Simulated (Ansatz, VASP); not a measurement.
# SbP: VASP beside Ansatz, part 2 of 2

Aim: how closely do two programs agree when they are given the same cell, functional and k mesh? The cell is generated by rule, not measured, and may not be a known phase. The cell is taken from a series of runs on this material, whose earlier steps may have relaxed, scaled, displaced or heated it; both programs get it as it stands.

VASP 6.6.1 and Ansatz 0.2.0.

So far. Step 5 (Ansatz: single point, r2SCAN, pair 2): The run ends at a pressure of 0.51 GPa, with forces up to 0.36 eV/Å.

**6. VASP: single point, r2SCAN, pair 2**

Level of this step: r2SCAN; plane waves and PAW (Sb, P); invented cell (VASP).

The same cell, functional, mesh and smearing now go to VASP, with its own data sets.

The input, INCAR:

```
SYSTEM = SbP
PREC = Accurate
ENCUT = 550
EDIFF = 1E-06
NELM = 120
ISMEAR = 1
SIGMA = 0.2
LREAL = .FALSE.
ALGO = Normal
METAGGA = R2SCAN
LASPH = .TRUE.
NBANDS = 16
LORBIT = 11
LWAVE = .FALSE.
LCHARG = .FALSE.
ISIF = 2
GGA_COMPAT = .FALSE.
LMIXTAU = .TRUE.
KPAR = 2
```

The input, POSCAR:

```
SbP
1.0
    3.8101862182      0.0000029157      0.0000000000
   -1.9050956341      3.2997166003      0.0000000000
    0.0000000000      0.0000000000      7.1375046290
Sb P
2 2
Direct
    0.0000000000      0.0000000000      0.0028512343
    0.0000000000      0.0000000000      0.5028512343
    0.3333333333      0.6666666667      0.2387916010
    0.6666666667      0.3333333333      0.7387916010
```

The input, KPOINTS:

```
Automatic mesh
0
Gamma
12 12 6
0 0 0
```

Potentials, in the order of the species: Sb and P (PBE family, release 64).

Started as:

```
$ mpirun -np 2 vasp_std
```

Numbers of over 12 decimals in the logs are rounded to 6 here.

The log of the run:

```text
[banner, memory and clock lines left out]
running    2 mpi-ranks, on    1 nodes
[...]
[... a notice as in an earlier step ...]

 LDA part: xc-table for (None), standard interpolation
 POSCAR, INCAR and KPOINTS ok, starting setup
[...]
entering main loop
       N       E                     dE             d eps       ncg     rms          rms(c)
DAV:   1     0.332131621476E+02    0.33213E+02   -0.80413E+03  2432   0.110E+03
DAV:   2    -0.662887049581E+02   -0.99502E+02   -0.96524E+02  3336   0.177E+02
DAV:   3    -0.715547346520E+02   -0.52660E+01   -0.51759E+01  3240   0.441E+01
DAV:   4    -0.716111519966E+02   -0.56417E-01   -0.56365E-01  2992   0.526E+00
[...]
DAV:  16    -0.681880506298E+02   -0.52535E-05   -0.29532E-06  2920   0.149E-02    0.137E-03
DAV:  17    -0.681880527539E+02   -0.21241E-05   -0.49261E-07  1368   0.652E-03    0.902E-04
DAV:  18    -0.681880537454E+02   -0.99148E-06   -0.20246E-07  1224   0.378E-03
   1 F= -.68188054E+02 E0= -.68189257E+02  d E =0.361055E-02
```

Parts of OUTCAR (step 6):

```text
  Total        0.0559052      0.0559052      0.5542772      0.0000000      0.0000000      0.0000000
  in kB        0.9981437      0.9981437      9.8961937      0.0000000      0.0000000      0.0000000
  external PRESSURE =       3.9641604 kB  Pullay stress =       0.0000000 kB

 POSITION                                       TOTAL-FORCE (eV/Angst)
 -----------------------------------------------------------------------------------
      0.00000      0.00000      0.02035        -0.000000      0.000000      0.348046
      0.00000      0.00000      3.58910         0.000000      0.000000      0.348046
     -0.00000      2.19981      1.70438         0.000000     -0.000000     -0.348046
      1.90509      1.09991      5.27313        -0.000000      0.000000     -0.348046
 -----------------------------------------------------------------------------------
    total drift:                               -0.000000     -0.000000     -0.000177

  FREE ENERGIE OF THE ION-ELECTRON SYSTEM (eV)
  ---------------------------------------------------
  free  energy   TOTEN  =       -68.1880537454 eV

  energy  without entropy=      -68.1916642904  energy(sigma->0) =      -68.18925726

[... 2 parts as in an earlier step ...]

[... 1 further part left out ...]
[key lines of the parts left out:]
E-fermi :   7.9359
```

The run ends at a pressure of 0.40 GPa, with forces up to 0.35 eV/Å.

**7. Differences**

What differs besides the data sets and the points named for the pairs above, as far as they apply: the data sets hold 40 valence electrons in Ansatz (on its default PAW (the set named soft_2) files) and 20 in VASP. Total energies have different zeros and are not compared.

Both answers:

```csv
quantity,Ansatz,VASP,difference
pressure (GPa),0.51,0.40,+0.11
```

Forces (eV/Å; atoms numbered as in POSCAR):

```csv
atom,"Ansatz x, y, z","VASP x, y, z"
Sb1,"0.000, 0.000, 0.356","0.000, 0.000, 0.348"
Sb2,"0.000, 0.000, 0.356","0.000, 0.000, 0.348"
P3,"0.000, 0.000, -0.357","0.000, 0.000, -0.348"
P4,"0.000, 0.000, -0.357","0.000, 0.000, -0.348"
```

The forces differ by 4.9 meV/Å r.m.s., which is 2.4 % of the r.m.s. force of 0.201 eV/Å (both taken over all components).

**8. VASP: single point, r2SCAN, pair 3**

A single point gives forces, pressure and levels at one fixed geometry, so differences don't come from the geometry; what else differs is listed under the comparison.

INCAR is that of step 6.

The input, POSCAR:

```
SbP
1.0
    3.8101862182      0.0000029157      0.0000000000
   -1.9050956341      3.2997166003      0.0000000000
    0.0000000000      0.0000000000      7.1375046290
Sb P
2 2
Direct
    0.0000000000      0.0000000000      0.0078408942
    0.0000000000      0.0000000000      0.5078408942
    0.3333333333      0.6666666667      0.2191769027
    0.6666666667      0.3333333333      0.7191769027
```

KPOINTS is that of step 6.

Started as:

```
$ mpirun -np 2 vasp_std
```

The log of the run:

```text
[... set-up lines as in an earlier step ...]
 entering main loop
       N       E                     dE             d eps       ncg     rms          rms(c)
DAV:   1     0.342018087959E+02    0.34202E+02   -0.80490E+03  2432   0.110E+03
DAV:   2    -0.662940989260E+02   -0.10050E+03   -0.97455E+02  3352   0.178E+02
DAV:   3    -0.716618156618E+02   -0.53677E+01   -0.52979E+01  3264   0.447E+01
DAV:   4    -0.717176729774E+02   -0.55857E-01   -0.55817E-01  2896   0.533E+00
[...]
DAV:  14    -0.683350547174E+02    0.45885E-03   -0.57468E-04  2504   0.200E-01    0.136E-02
DAV:  15    -0.683355101341E+02   -0.45542E-03   -0.21760E-04  2448   0.120E-01    0.670E-03
DAV:  16    -0.683355111072E+02   -0.97302E-06   -0.43011E-06  3312   0.156E-02
   1 F= -.68335511E+02 E0= -.68335382E+02  d E =-.386479E-03
```

OUTCAR, selected parts (step 8):

```text
  Total        0.8534109      0.8534109      3.8499931      0.0000000      0.0000000      0.0000000
  in kB       15.2369952     15.2369952     68.7386647      0.0000000      0.0000000      0.0000000
  external PRESSURE =      33.0708850 kB  Pullay stress =       0.0000000 kB

 POSITION                                       TOTAL-FORCE (eV/Angst)
 -----------------------------------------------------------------------------------
      0.00000      0.00000      0.05596        -0.000000      0.000000      0.352962
      0.00000      0.00000      3.62472        -0.000000      0.000000      0.352962
     -0.00000      2.19981      1.56438         0.000000     -0.000000     -0.352962
      1.90509      1.09991      5.13313        -0.000000      0.000000     -0.352962
 -----------------------------------------------------------------------------------
    total drift:                               -0.000000     -0.000000     -0.000813

  FREE ENERGIE OF THE ION-ELECTRON SYSTEM (eV)
  ---------------------------------------------------
  free  energy   TOTEN  =       -68.3355111072 eV

  energy  without entropy=      -68.3351246286  energy(sigma->0) =      -68.33538228

[... 2 parts as in an earlier step ...]

[... 1 further part left out ...]
[key lines of the parts left out:]
E-fermi :   8.1267
```

The run ends at a pressure of 3.31 GPa, with forces up to 0.35 eV/Å.

**9. Ansatz: single point, r2SCAN, pair 3**

The same cell, functional, mesh and smearing now go to Ansatz, which takes its cutoff from its data sets.

The cell is taken from a series of runs on this material, whose earlier steps may have relaxed, scaled, displaced or heated it; both programs get it as it stands.

The input, input.yaml:

```yaml
crystal:
  lattice:
    - [3.8101862182, 2.9157e-06, 0.0]
    - [-1.9050956341, 3.2997166003, 0.0]
    - [0.0, 0.0, 7.137504629]
  atoms:
    - { symbol: Sb, position: [0.0, 0.0, 0.0078408942] }
    - { symbol: Sb, position: [0.0, 0.0, 0.5078408942] }
    - { symbol: P, position: [0.3333333333, 0.6666666667, 0.2191769027] }
    - { symbol: P, position: [0.6666666667, 0.3333333333, 0.7191769027] }
kpoints:
  mp_grid: { grid: [12, 12, 6] }
hamiltonian:
  xc: r2scan
scf:
  occupations: { method: methfessel_paxton, width: 0.2 }
output:
  forces: true
  stress: true
  eigenvalues: true
```

Started as:

```
$ ansatz run input.yaml --threads 4 --pin off --max-ram 7168MiB --backend cpu --events-out ev --progress --plain --runs-dir out
```

The log of the run:

```text
[...]
Crystal: 4 atoms, lattice volume = 89.737 Å³
Basis set: ecut = 500 eV, 2229 PW (Γ), exchange–correlation on 120×120×216 points (64 copies of the dense FFT grid, shifted against one another)
Bands: 24, of which v1, the nominal top of the filled ones, is band 20 counted from 1 (19 counted from 0)
Symmetry: 12 space group operations
[...]
--- Band table (eV; the first three rows and the last of 76) ---
  k-point 0: bands = [... 16 lower, 8.2588, 9.1097, 9.1097, 10.9470, 12.0877, 12.0877, 12.7677, 12.8305]
  k-point 1: bands = [... 16 lower, 8.3098, 9.0468, 9.0468, 10.7919, 12.1011, 12.1011, 12.7412, 12.7412]
  k-point 2: bands = [... 16 lower, 8.8787, 8.8787, 8.9344, 10.3780, 12.1679, 12.1679, 12.5342, 12.5342]
  k-point 75: bands = [... 16 lower, 7.2024, 7.2024, 7.7545, 7.7545, 9.8832, 9.8832, 14.8704, 14.8704]
[key lines of the parts left out:]
SCF converged after 6 iterations
Free energy (F): -14515.572145 eV
Fermi energy:    10.462159 eV
P = ⅓ Tr σ = 3.3341 GPa (33.341 kbar)
```

The run ends at a pressure of 3.33 GPa, with forces up to 0.39 eV/Å.

**10. Comparison**

What differs besides the data sets and the points named for the pairs above, as far as they apply: the data sets hold 40 valence electrons in Ansatz (on its default PAW (the set named soft_2) files) and 20 in VASP. Total energies have different zeros and are not compared.

Compared:

```csv
quantity,Ansatz,VASP,difference
pressure (GPa),3.33,3.31,+0.03
```

Forces (eV/Å; atoms numbered as in POSCAR):

```csv
atom,"Ansatz x, y, z","VASP x, y, z"
Sb1,"0.000, 0.000, 0.390","0.000, 0.000, 0.353"
Sb2,"0.000, 0.000, 0.390","0.000, 0.000, 0.353"
P3,"0.000, 0.000, -0.390","0.000, 0.000, -0.353"
P4,"0.000, 0.000, -0.390","0.000, 0.000, -0.353"
```

The forces differ by 21 meV/Å r.m.s., which is 10.4 % of the r.m.s. force of 0.204 eV/Å (both taken over all components).

**11. Further runs**

Further runs change the set-up of one program: Ansatz's method, potentials or start, or VASP's data sets, cutoff or form of LDA. The table gives Ansatz less VASP for each quantity, since a change that brings one quantity closer may part another.

```csv
run,r.m.s. force difference (meV/Å),pressure (GPa)
as above,21,0.027
VASP with the data sets Sb_d_GW and P,5.5,0.064
```

**12. What came out**

- r.m.s. force difference (single point, r2SCAN, pair 1): 2.3 meV/Å
- r.m.s. force difference (single point, r2SCAN, pair 2): 2.4 % of the r.m.s. force
- r.m.s. force difference (single point, r2SCAN, pair 3): 10 % of the r.m.s. force

What this shows: The r.m.s. force difference is 10 % of the r.m.s. force (single point, r2SCAN, pair 3), beyond the 3 % picked in this series as the mark of a large difference. The data sets hold unlike numbers of valence electrons (40 in Ansatz and 20 in VASP), so part of the differences comes from the potentials. Single point, r2SCAN, pair 3, VASP with the data sets Sb_d_GW and P: r.m.s. force difference goes from 21 to 5.5 meV/Å; the difference in pressure goes from 0.027 to 0.064 GPa. 5 further runs of this series are not shown here. How closely two codes agree says nothing of how well the functional describes the real material.

[Lines on the potential files, build, host, timing and source positions are cut from VASP's logs without a mark.]

[Logs are printed without paths, hosts, clocks, repeated set-up lines and the standing remarks that a program may print on its own settings, such as how far it seeks lower states.]

[Hosts, paths, dates, database ids (printed as entryN), source tags and the programs' standing remarks are cut or masked in the printed files.]
